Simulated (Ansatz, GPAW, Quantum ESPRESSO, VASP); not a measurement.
**One structure in several programs: SiO₂ (P4_2/mnm, 6 atoms in the cell)**

Self-consistent single point.

```xyz
6
Lattice="4.2222 0.0000 0.0000 0.0000 4.2222 0.0000 0.0000 0.0000 2.6970" Properties=species:S:1:pos:R:3 pbc="T T T"
Si     0.0000     0.0000     0.0000
Si     2.1111     2.1111     1.3485
O      1.2920     1.2920     0.0000
O      3.4031     0.8191     1.3485
O      0.8191     3.4031     1.3485
O      2.9302     2.9302     0.0000
```

Shared settings, as Ansatz (a quantum-chemistry and plane-wave program) writes them: kpoints.mp_grid.grid = 3 3 4; scf.occupations.method = fermi_dirac; scf.occupations.width = 0.05 eV. Potentials and cutoffs stand in the table.

```tsv
code	model	pressure (GPa)	largest force (eV/Å)	gap on the mesh (eV)	cutoff
Ansatz	PBE, default PAW files	-0.62	0.111	5.048	420 eV
VASP	PBE, VASP's PBE PAW potentials (set 64)	-7.67	0.119	–	400 eV
GPAW	PBE, GPAW PAW datasets PBE (gpaw-data 1.0.1)	–	0.021	5.087	950 eV
Quantum ESPRESSO	PBE, GBRV 1.5 ultrasoft (PBE) pseudopotentials	0.78	0.101	5.101	40 Ry
```

A dash marks a value that a program does not give, or that is left out as unsure.

No gap is tabulated for VASP: it is not read from that output, or partly filled or unconverged empty levels leave it unsure.

Gaps are read on the mesh.

The spread over the programs that give each value: pressure within 8.45 GPa; largest force within 0.098 eV/Å; gap on the mesh within 0.053 eV.

Ansatz's pressure is given at a fixed set of plane waves, as the other plane-wave codes print theirs; with its correction for the finite basis it is 0.44 GPa (the shift of 1.06 GPa shows how far the cutoff is from converged). The pressure of GPAW is left out: its cutoff lies under the one at which its stress was checked. In the force vectors, GPAW (by 0.085) lies more than 0.08 eV/Å from the median of the plane-wave programs.

On the base mesh (5 5 8) the same programs gave: GPAW gap on the mesh 5.089 eV; Ansatz pressure -0.58 GPa, gap on the mesh 5.050 eV; Quantum ESPRESSO pressure 0.78 GPa, gap on the mesh 5.103 eV; VASP pressure -7.66 GPa.

VASP's run is marked for a possible Pulay error in its stress at this cutoff; no cutoff test was made.

The starting cell has typed, rounded lattice constants, without a prior relaxation at this level. Its lattice was rescaled by a random factor within 2.5 % of one.

Left out of this page: ABINIT, FLEUR and SIESTA (not drawn, or without a comparable value); CP2K (on another mesh).

Keys are those of Ansatz 0.2.
